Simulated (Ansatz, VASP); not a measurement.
**CsSrF3: VASP beside Ansatz**

INCAR

```
SYSTEM = CsSrF3
PREC = Accurate ; ENCUT = 520
EDIFF = 1E-6 ; ISMEAR = 0
SIGMA = 0.05 ; LREAL = .False.
LASPH = .True. ; NELM = 80
ALGO = Normal ; ISIF = 2
LWAVE = .False. ; LCHARG = .False.
GGA = CA ; NBANDS = 28
```

Contents of KPOINTS:

```
regular mesh
0
Gamma
  6 6 6
  0 0 0
```

POSCAR

```
CsSrF3
1.0
    4.6917983048      0.0000000000      0.0000000000
    0.0000000000      4.6917983048      0.0000000000
    0.0000000000      0.0000000000      4.9061444203
Cs Sr F
1 1 3
Direct
    0.0000000000      0.0000000000      0.0000000000
    0.5000000000      0.5000000000      0.5000000000
    0.0000000000      0.5000000000      0.5000000000
    0.5000000000      0.0000000000      0.5000000000
    0.5000000000      0.5000000000      0.0000000000
```

Input for Ansatz:

```yaml
crystal:
  lattice:
    - [4.6917983048, 0.0, 0.0]
    - [0.0, 4.6917983048, 0.0]
    - [0.0, 0.0, 4.9061444203]
  atoms:
    - { symbol: Cs, position: [0.0, 0.0, 0.0] }
    - { symbol: Sr, position: [0.5, 0.5, 0.5] }
    - { symbol: F, position: [0.0, 0.5, 0.5] }
    - { symbol: F, position: [0.5, 0.0, 0.5] }
    - { symbol: F, position: [0.5, 0.5, 0.0] }
basis:
  ecutwfc: 420
kpoints:
  mp_grid: { grid: [6, 6, 6] }
hamiltonian:
  xc: lda
scf:
  occupations: { method: gaussian, width: 0.05 }
output:
  forces: true
  stress: true
  eigenvalues: true
```

Change from the starting cell: strain -0.015 along x and y, +0.030 along z, atoms carried along.

Alike in both runs: task single point; functional LDA; k mesh 6 × 6 × 6; occupations gaussian, width 0.05 eV; no spin polarisation.

|  | VASP | Ansatz |
| --- | --- | --- |
| version | VASP 6.6.1 | Ansatz 0.2.0 |
| potentials or method | VASP PAW LDA potentials, release 64 (Cs_sv, Sr_sv, F) | scalar-relativistic, plane waves, PAW |
| plane-wave cutoff (eV) | 520 | 420 |
| valence electrons in the cell | 40 | 40 |

```csv
,VASP,Ansatz,Ansatz less VASP
gap on the k mesh at the Fermi level (eV),6.00,6.03,+0.026
least direct gap on the mesh (eV),6.00,6.03,+0.026
pressure (GPa),-2.8,-3.1,-0.26
largest component of the traceless stress (GPa),2.07,1.95,-0.116
```

Caveats: spin-orbit coupling is left out, which moves the levels of the heavy elements. A k mesh can miss the band edges.
